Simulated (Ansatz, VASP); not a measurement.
## Cross-check of SbAs between VASP and Ansatz

Wanted: the spread between two codes on one cell, functional and k mesh. The cell is generated by rule, not measured, and may not be a known phase. The cell is taken from a series of runs on this material, whose earlier steps may have relaxed, scaled, displaced or heated it; both programs get it as it stands.

Calculated with Ansatz 0.2.0; plane waves, with VASP 6.6.1 beside it; single point at PBEsol.

The structure was built from a prototype and need not be the compound's stable phase.

## (1) The starting structure

It takes space group C222_1 (No. 20, orthorhombic). The conventional cell has a = 6.428 Å, b = 6.428 Å, c = 12.855 Å, α = 90.00°, β = 90.00°, γ = 90.00°. Nearest to Sb lie 4 As at 2.73 to 2.84 Å. Nearest to As lie 4 Sb at 2.83 to 2.84 Å. Nearest to As lie 4 Sb at 2.73 to 2.83 Å. Farther neighbours are not listed.

As a file:

```cif
data_structure
_symmetry_space_group_name_H-M 'C222_1'
_symmetry_Int_Tables_number 20
_cell_length_a 6.4277
_cell_length_b 6.4277
_cell_length_c 12.8553
_cell_angle_alpha 90.000
_cell_angle_beta 90.000
_cell_angle_gamma 90.000
_cell_volume 531.12
loop_
_atom_site_label
_atom_site_type_symbol
_atom_site_symmetry_multiplicity
_atom_site_Wyckoff_symbol
_atom_site_fract_x
_atom_site_fract_y
_atom_site_fract_z
_atom_site_occupancy
Sb1 Sb 8 c 0.25412 0.81072 0.87500 1
As1 As 4 a 0.43589 0.00000 0.50000 1
As2 As 4 b 0.00000 0.92999 0.25000 1
```

## (2) VASP: single point, PBEsol, pair 1

A single point gives forces, pressure and levels at one fixed geometry, so differences don't come from the geometry; what else differs is listed under the comparison.

Lines of VASP's logs that name or quote its potential files are left out, and so is its time.

Contents of INCAR:

```
SYSTEM = SbAs
PREC = Accurate
ENCUT = 500
EDIFF = 1E-06
NELM = 120
ISMEAR = 1
SIGMA = 0.2
LREAL = .FALSE.
ALGO = Normal
GGA = PS
NBANDS = 28
LORBIT = 11
LWAVE = .FALSE.
LCHARG = .FALSE.
ISIF = 2
LASPH = .TRUE.
GGA_COMPAT = .FALSE.
KPAR = 2
```

Contents of POSCAR:

```
SbAs
1.0
    0.0000000000     -3.2138340659     -3.2138340659
    0.0000000000      3.2138340659     -3.2138340659
   12.8553362638      0.0000000000      0.0000000000
Sb As
4 4
Direct
    0.5648417679      0.5566061570      0.2500000000
    0.4351582321      0.4433938430      0.7500000000
    0.0566061570      0.0648417679      0.0000000000
    0.9433938430      0.9351582321      0.5000000000
    0.9358870755      0.5641129245      0.8750000000
    0.0641129245      0.4358870755      0.3750000000
    0.4299901627      0.9299901627      0.6250000000
    0.5700098373      0.0700098373      0.1250000000
```

Contents of KPOINTS:

```
Automatic mesh
0
Gamma
8 8 4
0 0 0
```

The projector-augmented-wave data sets are Sb and As (PBE family, release 64).

Command:

```console
$ mpirun -np 2 vasp_std
```

Numbers of over 12 decimals in the logs are rounded to 6 here.

The log of the run:

```text
[banner, memory and clock lines left out]
running    2 mpi-ranks, on    1 nodes
 distrk:  each k-point on    1 cores,    2 groups
 distr:  one band on    1 cores,    1 groups

 POSCAR found type information on POSCAR SbAs
 POSCAR found :  2 types and       8 ions
|                                                                             |
|               ----> ADVICE to this user running VASP <----                  |
|                                                                             |
|     You enforced a specific xc type in the INCAR file but a different       |
|     [... a line on the potential file left out ...]
|     I HOPE YOU KNOW WHAT YOU ARE DOING!                                     |
|                                                                             |

 LDA part: xc-table for (Slater+PW92), standard interpolation
 POSCAR, INCAR and KPOINTS ok, starting setup
 FFT: planning ... GRIDC
 FFT: planning ... GRID_SOFT
 FFT: planning ... GRID
 WAVECAR not read
 entering main loop
       N       E                     dE             d eps       ncg     rms          rms(c)
DAV:   1     0.183098379316E+03    0.18310E+03   -0.13437E+04  3528   0.108E+03
DAV:   2    -0.172092836881E+02   -0.20031E+03   -0.19508E+03  4344   0.175E+02
DAV:   3    -0.358692166709E+02   -0.18660E+02   -0.18291E+02  4300   0.566E+01
DAV:   4    -0.363839862527E+02   -0.51477E+00   -0.50830E+00  4664   0.955E+00
DAV:   5    -0.363926654119E+02   -0.86792E-02   -0.86496E-02  4420   0.137E+00    0.594E+00
DAV:   6    -0.360721247423E+02    0.32054E+00   -0.94211E-01  4236   0.289E+00    0.369E+00
DAV:   7    -0.360374099826E+02    0.34715E-01   -0.14914E-01  4136   0.150E+00    0.920E-01
DAV:   8    -0.360319484366E+02    0.54615E-02   -0.11508E-02  4544   0.452E-01    0.227E-01
DAV:   9    -0.360318257201E+02    0.12272E-03   -0.21042E-03  4316   0.205E-01    0.818E-02
DAV:  10    -0.360318480755E+02   -0.22355E-04   -0.11844E-04  4456   0.491E-02    0.312E-02
DAV:  11    -0.360318683168E+02   -0.20241E-04   -0.44091E-05  4176   0.288E-02    0.886E-03
DAV:  12    -0.360318685139E+02   -0.19707E-06   -0.42620E-06  3780   0.983E-03
   1 F= -.36031869E+02 E0= -.36031198E+02  d E =-.201064E-02
```

Parts of OUTCAR (step 2):

```text
ion  position               nearest neighbor table
   1  0.565  0.557  0.250-   8 2.73   8 2.83   6 2.83   6 2.84
   2  0.435  0.443  0.750-   7 2.73   7 2.83   5 2.83   5 2.84
   3  0.057  0.065  0.000-   8 2.73   8 2.83   5 2.83   5 2.84
   4  0.943  0.935  0.500-   7 2.73   7 2.83   6 2.83   6 2.84
   5  0.936  0.564  0.875-   2 2.83   3 2.83   3 2.84   2 2.84
   6  0.064  0.436  0.375-   1 2.83   4 2.83   1 2.84   4 2.84
   7  0.430  0.930  0.625-   2 2.73   4 2.73   4 2.83   2 2.83
   8  0.570  0.070  0.125-   1 2.73   3 2.73   1 2.83   3 2.83

  LATTYP: Found a simple tetragonal cell.
 ALAT       =     4.5450477232
 C/A-ratio  =     2.8284271248

 Subroutine GETGRP returns: Found  4 space group operations
 (whereof  1 operations were pure point group operations)

The static configuration has the point symmetry C_1 .
 The point group associated with its full space group is D_2 .

 Found     63 irreducible k-points:

   k-points           NKPTS =     63   k-points in BZ     NKDIM =     63   number of bands    NBANDS=     28

   dimension x,y,z NGX =    36 NGY =   36 NGZ =   96
   dimension x,y,z NGXF=    72 NGYF=   72 NGZF=  192

   ENCUT  =  500.0 eV  36.75 Ry    6.06 a.u.   8.29  8.29 23.44*2*pi/ulx,y,z

   NELECT =      40.0000    total number of electrons

 k-points in reciprocal lattice and weights: Automatic mesh
   0.00000000  0.00000000  0.00000000       0.004
   0.12500000  0.00000000  0.00000000       0.016
   0.25000000  0.00000000  0.00000000       0.016
   0.37500000  0.00000000  0.00000000       0.016
   0.50000000  0.00000000  0.00000000       0.008
   0.12500000  0.12500000  0.00000000       0.008
  -0.12500000  0.12500000  0.00000000       0.008
   0.25000000  0.12500000  0.00000000       0.016
  -0.12500000  0.25000000  0.00000000       0.016
[...]
0.50000000  0.37500000  0.50000000       0.016
   0.50000000  0.50000000  0.50000000       0.004

 average (electrostatic) potential at core
       1 -88.9036       2 -88.9036       3 -88.9036       4 -88.9036       5 -50.8184
       6 -50.8184       7 -50.8202       8 -50.8202

 E-fermi :   3.9168

 k-point     1 :       0.0000    0.0000    0.0000
  band No.  band energies     occupation
    ...
     19       3.1558      2.00000
     20       3.3833      2.00106
     21       3.4119      2.00207
     22       3.6163      2.05506
     23       3.7116      2.05530
     24       4.6804     -0.00000
     25       4.7795     -0.00000
     26       5.0927     -0.00000
     27       6.0060     -0.00000
     28       6.2903     -0.00000

 k-point     2 :       0.1250    0.0000    0.0000
  band No.  band energies     occupation
    ...
     17       2.1023      2.00000
     18       3.0186      2.00000
     19       3.1044      2.00000
     20       3.4158      2.00226
     21       3.9116      1.04403
     22       4.1282     -0.06011
     23       4.1565     -0.07069
     24       4.8190     -0.00000
     25       5.0244     -0.00000
     26       5.0829     -0.00000
    ...

 k-point     3 :       0.2500    0.0000    0.0000
  band No.  band energies     occupation
    ...
     16       1.7479      2.00000
     17       2.3813      2.00000
     18       2.6446      2.00000
     19       2.6828      2.00000
     20       3.4429      2.00406
     21       4.8596     -0.00000
     22       4.8889     -0.00000
     23       5.0840     -0.00000
     24       5.1343     -0.00000
     25       5.2880     -0.00000
    ...

  Total       -1.9508873     -2.9767418     -1.2264711      0.0000000      0.0000000      0.0000000
  in kB      -11.7701616    -17.9593830     -7.3995885      0.0000000      0.0000000      0.0000000
  external PRESSURE =     -12.3763777 kB  Pullay stress =       0.0000000 kB

  energy-cutoff  :      500.00
  volume of cell :      265.56
      direct lattice vectors                 reciprocal lattice vectors
     0.000000000 -3.213834066 -3.213834066     0.000000000 -0.155577416 -0.155577416
     0.000000000  3.213834066 -3.213834066     0.000000000  0.155577416 -0.155577416
    12.855336264  0.000000000  0.000000000     0.077788708  0.000000000  0.000000000

 POSITION                                       TOTAL-FORCE (eV/Angst)
 -----------------------------------------------------------------------------------
      3.21383     -0.02647     -3.60415         0.246423     -0.207726     -0.251668
      9.64150      0.02647     -2.82352         0.246423      0.207726      0.251668
      0.00000      0.02647     -0.39031        -0.246423      0.207726     -0.251668
      6.42767     -0.02647     -6.03735        -0.246423     -0.207726      0.251668
     11.24842     -1.19482     -4.82075         0.000000     -0.149767      0.000000
      4.82075      1.19482     -1.60692         0.000000      0.149767      0.000000
      8.03459      1.60692     -4.37075         0.000000      0.000000      0.055213
      1.60692     -1.60692     -2.05692         0.000000      0.000000     -0.055213
 -----------------------------------------------------------------------------------
    total drift:                                0.000000      0.000000      0.000000

  FREE ENERGIE OF THE ION-ELECTRON SYSTEM (eV)
  ---------------------------------------------------
  free  energy   TOTEN  =       -36.0318685139 eV

  energy  without entropy=      -36.0298578785  energy(sigma->0) =      -36.03119830

 total charge
# of ion       s       p       d       tot
------------------------------------------
    1        1.246   1.077   0.034   2.357
    2        1.246   1.077   0.034   2.357
    3        1.246   1.077   0.034   2.357
    4        1.246   1.077   0.034   2.357
    5        1.327   1.313   0.026   2.666
    6        1.327   1.313   0.026   2.666
    7        1.321   1.350   0.029   2.700
    8        1.321   1.350   0.029   2.700
--------------------------------------------------
tot         10.281   9.635   0.245  20.161

[... 3 further parts left out ...]
```

The run ends at a pressure of -1.24 GPa, with forces up to 0.41 eV/Å.

## (3) Ansatz: single point, PBEsol, pair 1

Ansatz runs on its default PAW (the set named soft_2) files.

The same cell, functional, mesh and smearing now go to Ansatz, which takes its cutoff from its data sets.

Contents of input.yaml:

```yaml
crystal:
  lattice:
    - [0.0, -3.2138340659, -3.2138340659]
    - [0.0, 3.2138340659, -3.2138340659]
    - [12.8553362638, 0.0, 0.0]
  atoms:
    - { symbol: Sb, position: [0.5648417679, 0.556606157, 0.25] }
    - { symbol: Sb, position: [0.4351582321, 0.443393843, 0.75] }
    - { symbol: Sb, position: [0.056606157, 0.0648417679, 0.0] }
    - { symbol: Sb, position: [-0.056606157, -0.0648417679, 0.5] }
    - { symbol: As, position: [-0.0641129245, 0.5641129245, 0.875] }
    - { symbol: As, position: [0.0641129245, 0.4358870755, 0.375] }
    - { symbol: As, position: [0.4299901627, -0.0700098373, 0.625] }
    - { symbol: As, position: [0.5700098373, 0.0700098373, 0.125] }
kpoints:
  mp_grid: { grid: [8, 8, 4] }
hamiltonian:
  xc: pbesol
scf:
  occupations: { method: methfessel_paxton, width: 0.2 }
output:
  forces: true
  stress: true
  eigenvalues: true
```

Command:

```console
$ ansatz run input.yaml --threads 4 --pin off --max-ram 7168MiB --backend cpu --events-out ev --progress --plain --runs-dir out
```

The log of the run:

```text
Engine: ansatz 0.2.0, aarch64-unknown-linux-gnu
Pseudopotentials: kind: paw
Pseudopotential: Sb, paw, valence charge 15, recommended cutoff 420 eV (normal), Sb.paw.azcp
Pseudopotential: As, paw, valence charge 15, recommended cutoff 420 eV (normal), As.paw.azcp
Functional definition: PBEsol
  exchange = pbesol_x
  correlation = pbesol_c
Crystal: 8 atoms, lattice volume = 265.559 Å³
Basis set: ecut = 420 eV, 5187 PW (Γ), exchange–correlation on 64×64×180 points (8 copies of the dense FFT grid, shifted against one another)
Bands: 72, of which v1, the nominal top of the filled ones, is band 60 counted from 1 (59 counted from 0)
Symmetry: 4 space group operations
Space group: C2221 (ITA 20), of the structure as read, at distance tolerance 6.4e-5 Å
k-points: 63 of 256 (time reversal used)
Non-local potential: Sb, projectors of the file, l = 0: 2, l = 1: 2, l = 2: 2, l = 3: 2
Non-local potential: As, projectors of the file, l = 0: 2, l = 1: 2, l = 2: 3, l = 3: 1
PAW form: soft (Blöchl's): semilocal exchange-correlation on the pseudo side does not see the compensation charge
PAW frozen core: Sb, regenerated for the run's functional, and the local potential with it (the file was generated under x = pbe(κ = 0.804, μ = 0.219515), c = pbe(β = 0.066725))
PAW frozen core: As, regenerated for the run's functional, and the local potential with it (the file was generated under x = pbe(κ = 0.804, μ = 0.219515), c = pbe(β = 0.066725))
PAW one-centre angular grid: Sb, 590 points (default); XC on 64 Gauss nodes
PAW one-centre angular grid: As, 590 points (default); XC on 64 Gauss nodes
Initial density: superposition of atomic densities (neutral atoms: chi_scale 0, normalization atom), corrected by the library's trained network
Initial wavefunctions: pseudopotential atomic-orbital guess
Functional: x = pbesol(κ = 0.804, μ = 0.123457), c = pbesol(β = 0.046)
SCF iter   1: F=—  HF=-44881.783560 eV  |F-HF|=—  |Δ(HF+E_count)|=         —  Δρ=2.89e-3  dr2=3.88e-2  ethr=1.77e-3  ⟨swp⟩=6.0  Hψ=16355  notcnv=0
preconditioner: auto → LDOS  [metal: Δε(μ)=0.005 eV  Ē_g=7.819 eV  σ=0.200 eV  W_gap=0.02  n_scr=56 (ndim 8)  ℏωp=14.4 eV  f_vac=0.095  D(μ)=3.69/eV (n_scr^D=18)  β→1.0]
SCF iter   2: F=—  HF=-44881.775716 eV  |F-HF|=—  |Δ(HF+E_count)|=   7.84e-3  S|Δr|=    0.00e0  Δρ=1.67e-3  dr2=1.33e-2  ethr=3.23e-5  ⟨swp⟩=2.9  Hψ=9042  notcnv=0
SCF iter   3: F=—  HF=-44881.771178 eV  |F-HF|=—  |Δ(HF+E_count)|=   4.54e-3  S|Δr|=    0.00e0  Δρ=4.36e-4  dr2=6.95e-4  ethr=1.11e-5  ⟨swp⟩=2.0  Hψ=8136  notcnv=0
SCF iter   4: F=—  HF=-44881.770958 eV  |F-HF|=—  |Δ(HF+E_count)|=   2.20e-4  S|Δr|=    0.00e0  Δρ=7.74e-5  dr2=1.91e-5  ethr=5.79e-7  ⟨swp⟩=3.0  Hψ=8271  notcnv=0
SCF iter   5: F=—  HF=-44881.771018 eV  |F-HF|=—  |Δ(HF+E_count)|=   6.01e-5  S|Δr|=    0.00e0  Δρ=2.36e-5  dr2=1.91e-6  ethr=1.59e-8  ⟨swp⟩=3.0  Hψ=7720  notcnv=0
SCF iter   6: F=—  HF=-44881.771018 eV  |F-HF|=—  |Δ(HF+E_count)|=   6.35e-8  S|Δr|=    0.00e0  Δρ=5.10e-6  dr2=1.04e-7  ethr=1.59e-9  ⟨swp⟩=2.0  Hψ=6872  notcnv=0
SCF iter   7: F=-44881.771018 eV  HF=-44881.771018 eV  |F-HF|=3.42e-9  |Δ(HF+E_count)|=   1.07e-8  S|Δr|=    0.00e0  Δρ=1.54e-6  dr2=7.90e-9  ethr=8.33e-11  ⟨swp⟩=9.2  Hψ=17867  notcnv=0
SCF 1 converged in 7 iterations: F = -44881.771018 eV  dr2 = 7.90e-9
  greatest PAW one-centre occupation: 0.999 electrons in one spin orbital (limit 2), on the As atom at site 4 (counted from 0), in its partial waves of l = 2
SCF converged after 7 iterations
Stability not checked: this state was not tested for a lower state beside it, because cold or Methfessel-Paxton smearing, or corrected tetrahedra, fill the levels in a way that the test cannot read (fill_not_monotonic; see scf.lower_state_search)
Free energy (F): -44881.771018 eV
Harris-Foulkes:  -44881.771018 eV  (|F-HF|=3.42e-9)
Internal energy: -44881.769196 eV  (E = F + TS)
E sigma→0 (E₀):  -44881.770562 eV
Entropy (-TS):   -0.001822 eV (-0.228 meV/atom)
Fermi energy:    6.905684 eV
--- Per-component energies (eV) ---
  E_band       = -1994.757570
  E_kinetic    = 1232.298055
  E_local      = -15655.766447  (includes V_loc(G=0)·N_el)
  E_nonlocal   = -1221.529479
  E_hartree    = 7692.624368
  E_xc         = -859.727269
  E_vxc        = -696.233862  (∫ρ·V_xc dr)
  E_paw        = -25162.686251  (= ΣΔE_a)
  E_vpaw       = -1038.777072  (= ΣTr[D̂ρ^β])
  E_aug_tail   = 0.000023  (compensation charges beyond the density's cutoff)
  E_ewald      = -10912.175340
  E_core_change = 5.193143  (= ΣΔE_core)
  E_smearing   = -0.001822  (= −TS)
  E_closure    = 0.000000  (closes the sum)
  Σ components = -44881.771018   (vs F -44881.771018, Δ=0.00e0)
--- Forces (eV/Å), atoms counted from 1 ---
  atom   1  Sb     0.24088822    -0.22801316    -0.24074727
  atom   2  Sb     0.24088822     0.22801316     0.24074727
  atom   3  Sb    -0.24088822     0.22801316    -0.24074727
  atom   4  Sb    -0.24088822    -0.22801316     0.24074727
  atom   5  As     0.00000000    -0.16380937     0.00000000
  atom   6  As     0.00000000     0.16380937     0.00000000
  atom   7  As     0.00000000     0.00000000     0.07789892
  atom   8  As     0.00000000     0.00000000    -0.07789892
  max |Σ_I F_I| component: 2.78e-17 eV/Å
--- Stress (GPa, compression-positive) ---
       -1.295620       0.000000       0.000000
        0.000000      -1.935814       0.000000
        0.000000       0.000000      -0.849728
  P = ⅓ Tr σ = -1.3604 GPa (-13.604 kbar)
--- Band table (eV; the first three rows and the last of 63) ---
  k-point 0: bands = [... 56 lower, 5.1300, 6.0628, 6.1481, 6.3717, 6.4022, 6.6084, 6.7025, 7.6728, ... 8 higher]
  k-point 1: bands = [... 56 lower, 5.3465, 6.0434, 6.1538, 6.3409, 6.4332, 6.4378, 6.9448, 7.5373, ... 8 higher]
  k-point 2: bands = [... 56 lower, 5.7601, 5.7601, 6.2220, 6.2220, 6.4419, 6.4419, 7.2523, 7.2523, ... 8 higher]
  k-point 62: bands = [... 56 lower, 6.1125, 6.1125, 6.6585, 6.6585, 7.0283, 7.0283, 7.5414, 7.5414, ... 8 higher]
```

In the SCF lines HF is the Harris–Foulkes energy and dr2 the Hartree energy of the density residual, in eV; the loop may stop once dr2 is under the threshold and the program's other checks hold. Hψ counts applications of the Hamiltonian.

The run ends at a pressure of -1.36 GPa, with forces up to 0.41 eV/Å.

## (4) Side by side

Known differences besides the potentials themselves: the data sets hold 120 valence electrons in Ansatz (on its default PAW (the set named soft_2) files) and 40 in VASP; the cutoff is 420 eV in Ansatz and 500 eV in VASP; Ansatz makes its cores anew for this functional, VASP keeps those of its PBE data sets. Total energies have different zeros and are not compared.

Both answers:

```csv
quantity,Ansatz,VASP,difference
pressure (GPa),-1.36,-1.24,-0.12
```

Forces (eV/Å; atoms numbered as in POSCAR):

```csv
atom,"Ansatz x, y, z","VASP x, y, z"
Sb1,"0.241, -0.228, -0.241","0.246, -0.208, -0.252"
Sb2,"0.241, 0.228, 0.241","0.246, 0.208, 0.252"
Sb3,"-0.241, 0.228, -0.241","-0.246, 0.208, -0.252"
Sb4,"-0.241, -0.228, 0.241","-0.246, -0.208, 0.252"
As5,"0.000, -0.164, 0.000","0.000, -0.150, 0.000"
As6,"0.000, 0.164, 0.000","0.000, 0.150, 0.000"
As7,"0.000, 0.000, 0.078","0.000, 0.000, 0.055"
As8,"0.000, 0.000, -0.078","0.000, 0.000, -0.055"
```

The forces differ by 12 meV/Å r.m.s., which is 7.1 % of the r.m.s. force of 0.173 eV/Å (both taken over all components).

## (5) Further runs

Further runs change the set-up of one program: Ansatz's method, potentials or start, or VASP's data sets, cutoff or form of LDA. The table gives Ansatz less VASP for each quantity, since a change that brings one quantity closer may part another.

```csv
run,r.m.s. force difference (meV/Å),pressure (GPa)
as above,12,-0.12
VASP with the data sets Sb_d_GW and As_d and a cutoff of 600 eV,0.7,0.0070
```

(Continued in part 2 of 2.)

[Lines on the potential files, build, host, timing and source positions are cut from VASP's logs without a mark.]

[Logs are printed without paths, hosts, clocks, repeated set-up lines and the standing remarks that a program may print on its own settings, such as how far it seeks lower states.]

[Hosts, paths, dates, database ids (printed as entryN), source tags and the programs' standing remarks are cut or masked in the printed files.]
